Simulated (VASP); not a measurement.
Energy against volume of HfO2 (fluorite). Computed with rev-vdW-DF2, VASP's PBE PAW potentials (set 64) (plane waves; VASP 6.6.1). Run with 520 eV cut-off, 8×8×8 Γ-centred mesh, Gaussian smearing of 0.050 eV, potentials Hf_pv O.

```
V (Å³/atom)  E (eV/atom)
-----------  -----------
10.085          -8.55326
10.407          -8.58067
10.729          -8.58948
11.050          -8.58239
```

Question: Fit these four points and predict the energy of the run at 11.372 Å³/atom.

Answer: A cubic in V^(−2/3), the third-order Birch-Murnaghan form, passes through the four points with V0 = 10.74 Å³/atom and B0 = 263 GPa, and gives -8.5616 eV/atom there. The run gave -8.5617 eV/atom, -0.2 meV/atom from the fit; all five points give B0 = 262 GPa.

The compound is HfO2 in the fluorite structure, the high-temperature cubic form, which is unstable at 0 K; the monoclinic form is the stable one. It was relaxed first.
